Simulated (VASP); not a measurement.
# Zn2As (Pn-3m) in VASP: a series of runs

Runs on Zn2As. Level: PBE. Tasks: single point, relaxation of cell and atoms.

Program: VASP 6.6.1. These are calculated values, not measurements. Logs are shortened: lines on timing, memory, paths and dates and some standing lists are left out, and cuts for length are marked.

## (1) The cell of the first run

It takes space group Pn-3m (No. 224, cubic). Conventional cell: a = 5.550 Å, b = 5.550 Å, c = 5.550 Å, α = 90.00°, β = 90.00°, γ = 90.00°. Zn (site symmetry -3m) is surrounded by 2 As at 2.40 Å. As (site symmetry -43m) is surrounded by 4 Zn at 2.40 Å.

The cell was built by a generator and needn't be a form met in nature.

## (2) Single point, PBE (random cell by space group and Wyckoff sites (Pn-3m, No. 224))

File INCAR:

```
SYSTEM = Zn2As
PREC = Accurate ; ENCUT = 520
EDIFF = 1E-6 ; ISMEAR = 0
SIGMA = 0.1 ; LREAL = .FALSE.
LASPH = .TRUE. ; NELM = 100
ALGO = Fast ; ISIF = 2
LWAVE = .FALSE. ; LCHARG = .FALSE.
GGA = PE ; NBANDS = 38
```

File KPOINTS:

```
regular mesh
0
G
  8 8 8
  0 0 0
```

File POSCAR:

```
Zn2As
1.0
    5.5502573365      0.0000000000      0.0000000000
    0.0000000000      5.5502573365      0.0000000000
    0.0000000000      0.0000000000      5.5502573365
Zn As
4 2
Direct
    0.2500000000      0.2500000000      0.2500000000
    0.7500000000      0.7500000000      0.2500000000
    0.7500000000      0.2500000000      0.7500000000
    0.2500000000      0.7500000000      0.7500000000
    0.0000000000      0.0000000000      0.0000000000
    0.5000000000      0.5000000000      0.5000000000
```

Potentials or basis: VASP PAW PBE potentials, release 64 (Zn, As).

On the command line:

```bash
$ cat potpaw_PBE.64/Zn/POTCAR potpaw_PBE.64/As/POTCAR > POTCAR
$ mpirun -np 1 vasp_std > vasp.out
```

OUTCAR:

```text
SYSTEM = Zn2As
   PREC = Accurate
   ENCUT = 520
   EDIFF = 1E-6
   ISMEAR = 0
   LREAL = .FALSE.
   LASPH = .TRUE.
   NELM = 100
   ISIF = 2
   GGA = PE

 ion  position               nearest neighbor table
   1  0.250  0.250  0.250-   5 2.40   6 2.40
   2  0.750  0.750  0.250-   5 2.40   6 2.40
   3  0.750  0.250  0.750-   5 2.40   6 2.40
   4  0.250  0.750  0.750-   5 2.40   6 2.40
   5  0.000  0.000  0.000-   1 2.40   2 2.40   3 2.40   4 2.40
   6  0.500  0.500  0.500-   1 2.40   2 2.40   3 2.40   4 2.40

  LATTYP: Found a simple cubic cell.
 ALAT       =     5.5502573365

  Lattice vectors:

 A1 = (   5.5502573365,   0.0000000000,   0.0000000000)
 A2 = (   0.0000000000,   5.5502573365,   0.0000000000)
 A3 = (   0.0000000000,   0.0000000000,   5.5502573365)

Analysis of symmetry for initial positions (statically):
=====================================================================
 Subroutine PRICEL returns:
 Original cell was already a primitive cell.

 Routine SETGRP: Setting up the symmetry group for a
 simple cubic supercell.

 Subroutine GETGRP returns: Found 48 space group operations
 (whereof 24 operations were pure point group operations)
 out of a pool of 48 trial point group operations.

The static configuration has the point symmetry T_d .
 The point group associated with its full space group is O_h .

Analysis of symmetry for dynamics (positions and initial velocities):
=====================================================================
 Subroutine PRICEL returns:
 Original cell was already a primitive cell.

 Routine SETGRP: Setting up the symmetry group for a
 simple cubic supercell.

 Subroutine GETGRP returns: Found 48 space group operations
 (whereof 24 operations were pure point group operations)
 out of a pool of 48 trial point group operations.

The dynamic configuration has the point symmetry T_d .
 The point group associated with its full space group is O_h .

 Subroutine INISYM returns: Found 48 space group operations
 (whereof 24 operations are pure point group operations),
 and found     1 'primitive' translations

----------------------------------------------------------------------------------------

                                     Primitive cell

  volume of cell :     170.9777

  direct lattice vectors                    reciprocal lattice vectors
[... 99 lines left out ...]
   IBRION =     -1    ionic relax: 0-MD 1-quasi-New 2-CG
   NFREE  =      0    steps in history (QN), initial steepest desc. (CG)
   ISIF   =      2    stress and relaxation
   ISYM   =      2    0-nonsym 1-usesym 2-fastsym
   POTIM  = 0.5000    time-step for ionic-motion
   TEBEG  =    0.0;   TEEND  =   0.0 temperature during run
   PSTRESS=    0.0 pullay stress
   NELECT =      58.0000    total number of electrons
   NUPDOWN=      -1.0000    fix difference up-down
   EMIN   =  10.00;   EMAX   =-10.00  energy-range for DOS
   EFERMI =   0.00;   METHOD = LEGACY
   ISMEAR =     0;   SIGMA  =   0.10  broadening in eV -4-tet -1-fermi 0-gaus
   EFERMI_NEDOS =   21; number of points for ismear=-14 and -15
   IALGO  =     68    algorithm
   IMIX   =      4    mixing-type and parameters
     AMIX     =   0.40;   BMIX     =  1.00
     AMIX_MAG =   1.60;   BMIX_MAG =  1.00
  volume/ion in A,a.u.               =      28.50       192.30
  Fermi-wavevector in a.u.,A,eV,Ry     =   1.141750  2.157595 17.736462  1.303593
  Thomas-Fermi vector in A             =   2.278450
   LORBIT       =      0    0 simple, 1 ext, 2 COOP (PROOUT), +10 PAW based schemes
   GGA     = PE    functional components
   LHFCALC =     F    Hartree Fock is set to
   AEXX    =    0.0000 exact exchange contribution
   IVDW    =     0    specifies the selected vdW correction
   LEPSILON=     F    determine dielectric tensor
   LRPA    =     F    only Hartree local field effects (RPA)
 non-spin polarized calculation
 RMM-DIIS sequential band-by-band and
 Gauss-broadening in eV      SIGMA  =   0.10
  energy-cutoff  :      520.00
  volume of cell :      170.98
 maximum number of plane-waves:      4636
 NGX is ok and might be reduce to    42
   NGX = 21   NGY = 21   NGZ = 21

 number of electron      58.0000104 magnetization

 Free energy of the ion-electron system (eV)
  ---------------------------------------------------
  ext. energy  EPLUGINS =         0.00000000
  ---------------------------------------------------
  free energy    TOTEN  =       -12.18693757 eV

  energy without entropy =      -12.17833286  energy(sigma->0) =      -12.18263521

 E-fermi :   1.4830     XC(G=0):  -8.3636

 val. band max:        1.3874223497   @ k =   0.2500   0.1250   0.0000
 cond. band min:       1.5211668874   @ k =   0.5000   0.3750   0.3750
 fundamental gap:      0.1337445377
 Fermi energy:         1.4829627036

 k-point     1 :       0.0000    0.0000    0.0000
  band No.  band energies     occupation
      1     -10.9451      2.00000
      2      -9.9221      2.00000
      3      -6.7711      2.00000
      4      -6.7711      2.00000
      5      -6.7711      2.00000
      6      -6.4080      2.00000
[... 973 lines left out ...]
     37       5.9726      0.00000
     38       6.0809      0.00000

 [... further k-points ...]

------------------------ aborting loop because EDIFF is reached ----------------------------------------

  FORCE on cell =-STRESS in cart. coord.  units (eV):
  Direction    XX          YY          ZZ          XY          YZ          ZX
  --------------------------------------------------------------------------------------
  -------------------------------------------------------------------------------------
  Total        0.1371095      0.1371095      0.1371095      0.0000000     -0.0000000      0.0000000
  in kB        1.2848098      1.2848098      1.2848098      0.0000000     -0.0000000      0.0000000
  external PRESSURE =       1.2848098 kB  Pullay stress =       0.0000000 kB

 VOLUME and BASIS-vectors are now :
 -----------------------------------------------------------------------------
  energy-cutoff  :      520.00
  volume of cell :      170.98
      direct lattice vectors                 reciprocal lattice vectors
     5.550257336  0.000000000  0.000000000     0.180171826  0.000000000  0.000000000
     0.000000000  5.550257336  0.000000000     0.000000000  0.180171826  0.000000000
     0.000000000  0.000000000  5.550257336     0.000000000  0.000000000  0.180171826

 POSITION                                       TOTAL-FORCE (eV/Angst)
 -----------------------------------------------------------------------------------
      1.38756      1.38756      1.38756        -0.000000      0.000000      0.000000
      4.16269      4.16269      1.38756        -0.000000      0.000000     -0.000000
      4.16269      1.38756      4.16269         0.000000     -0.000000     -0.000000
      1.38756      4.16269      4.16269        -0.000000      0.000000      0.000000
      0.00000      0.00000      0.00000        -0.000000     -0.000000      0.000000
      2.77513      2.77513      2.77513        -0.000000     -0.000000      0.000000
 -----------------------------------------------------------------------------------
    total drift:                                0.000000      0.000000     -0.000000

  FREE ENERGIE OF THE ION-ELECTRON SYSTEM (eV)
  ---------------------------------------------------
  free  energy   TOTEN  =       -12.1869375671 eV

  energy  without entropy=      -12.1783328592  energy(sigma->0) =      -12.18263521
```

OSZICAR:

```text
N       E                     dE             d eps       ncg     rms          rms(c)
DAV:   1     0.357186303253E+03    0.35719E+03   -0.26739E+04  2660   0.174E+03
DAV:   2     0.189024850792E+02   -0.33828E+03   -0.32808E+03  2666   0.374E+02
DAV:   3    -0.124617386417E+02   -0.31364E+02   -0.30966E+02  3016   0.115E+02
DAV:   4    -0.132951673312E+02   -0.83343E+00   -0.82993E+00  2980   0.179E+01
DAV:   5    -0.133026222314E+02   -0.74549E-02   -0.74533E-02  2916   0.139E+00    0.690E+00
RMM:   6    -0.122633490385E+02    0.10393E+01   -0.28305E+00  2705   0.107E+01    0.437E+00
RMM:   7    -0.121924523593E+02    0.70897E-01   -0.53502E-01  2848   0.420E+00    0.149E+00
RMM:   8    -0.121902436584E+02    0.22087E-02   -0.66074E-02  3163   0.142E+00    0.760E-01
RMM:   9    -0.121872051630E+02    0.30385E-02   -0.18903E-02  2851   0.115E+00    0.223E-01
RMM:  10    -0.121868633424E+02    0.34182E-03   -0.29194E-03  3111   0.391E-01    0.903E-02
RMM:  11    -0.121869470309E+02   -0.83688E-04   -0.54702E-04  2992   0.123E-01    0.270E-02
RMM:  12    -0.121869373329E+02    0.96980E-05   -0.77896E-05  2945   0.430E-02    0.907E-03
RMM:  13    -0.121869377325E+02   -0.39970E-06   -0.13819E-05  3089   0.234E-02    0.497E-03
RMM:  14    -0.121869375671E+02    0.16545E-06   -0.17148E-06  1965   0.811E-03
   1 F= -.12186938E+02 E0= -.12182635E+02  d E =-.860471E-02
```

Wall time 2.3 min (1 thread of AMD EPYC 7R13 (Zen 3), shared host); peak memory 0.32 GiB.

Results:

```yaml
Free_energy: -12.1869 eV
Pressure: 0.1 GPa
Band_gap_on_the_k_mesh: none (metal or under the smearing width)
```

## (3) Relaxation of cell and atoms, PBE (random cell by space group and Wyckoff sites (Pn-3m, No. 224))

File INCAR:

```
PREC = Accurate
ENCUT = 600
EDIFF = 1E-7
ISMEAR = 0
SIGMA = 0.1
LREAL = F
LASPH = T
NELM = 100
ALGO = Normal
ISIF = 3
LWAVE = F
LCHARG = F
GGA = PE
IBRION = 2
NSW = 90
EDIFFG = -0.04
```

File KPOINTS:

```
Automatic mesh
0
Gamma
  4 4 4
```

Edit POSCAR of step 2 so:

```diff
@@ -2,5 +2,5 @@
 1.0
-    5.5502573365      0.0000000000      0.0000000000
-    0.0000000000      5.5502573365      0.0000000000
-    0.0000000000      0.0000000000      5.5502573365
+    4.6688674200      0.0000000000      0.0000000000
+    0.0000000000      4.6688674200      0.0000000000
+    0.0000000000      0.0000000000      4.6688674200
 Zn As
```

Potentials or basis: VASP PAW PBE potentials, release 64 (Zn, As).

On the command line:

```bash
$ cat potpaw_PBE.64/Zn/POTCAR potpaw_PBE.64/As/POTCAR > POTCAR
$ mpirun -np 1 vasp_std > vasp.out
```

It took 5.2 min on 1 thread of AMD EPYC 7R43 (Zen 3), shared host; peak memory 0.21 GiB.

It converged, with:

| Property | Result |
| --- | --- |
| Free energy | -12.1639 eV |
| Relaxed volume | 28.73 Å³/atom |
| Relaxed cell | a = 5.566 Å, b = 5.566 Å, c = 5.566 Å, α = 90.00°, β = 90.00°, γ = 90.00° |
| Space group after relaxing (to 0.05 Å) | Pn-3m (No. 224) |
| Energy gained by relaxing | 1145.7 meV/atom |
| Ionic steps | 5 |
| Pressure after relaxing | 0.0 GPa |
| Band gap on the k mesh | none (metal or under the smearing width) |

Step by step:
| step | energy change (eV) | largest force (eV/Å) | pressure (GPa) | volume (Å³) |
| --- | --- | --- | --- | --- |
| 1 | 0.0000 | 0.0000 | 52.39 | 101.77 |
| 2 | -6.4331 | 0.0000 | -3.31 | 207.28 |
| 3 | -6.8417 | 0.0000 | 1.48 | 164.70 |
| 4 | -6.8696 | 0.0000 | -0.50 | 175.24 |
| 5 | -6.8744 | 0.0000 | -0.03 | 172.39 |

Final structure:
```xyz
6
Lattice="5.5655 0.0000 0.0000 0.0000 5.5655 0.0000 0.0000 0.0000 5.5655" Properties=species:S:1:pos:R:3 pbc="T T T"
Zn    1.3914    1.3914    1.3914
Zn    4.1741    4.1741    1.3914
Zn    4.1741    1.3914    4.1741
Zn    1.3914    4.1741    4.1741
As    0.0000    0.0000    0.0000
As    2.7828    2.7828    2.7828
```

Levels at points of the mesh, in eV from the Fermi level:
```tsv
k point	band 27	band 28	band 29	band 30	band 31	band 32
(0.00, 0.00, 0.00)	-2.88	-2.88	-2.00	-0.64	-0.64	2.76
(0.50, 0.00, 0.00)	-3.01	-3.01	0.64	0.64	1.21	1.21
(0.50, 0.50, 0.00)	-2.76	-2.76	-0.67	-0.67	0.58	0.58
(0.50, 0.50, 0.50)	-3.91	-3.91	1.28	1.39	1.39	1.39
```

Caveat: the volume moved by over 15 % at a fixed basis, so the end points are rough.
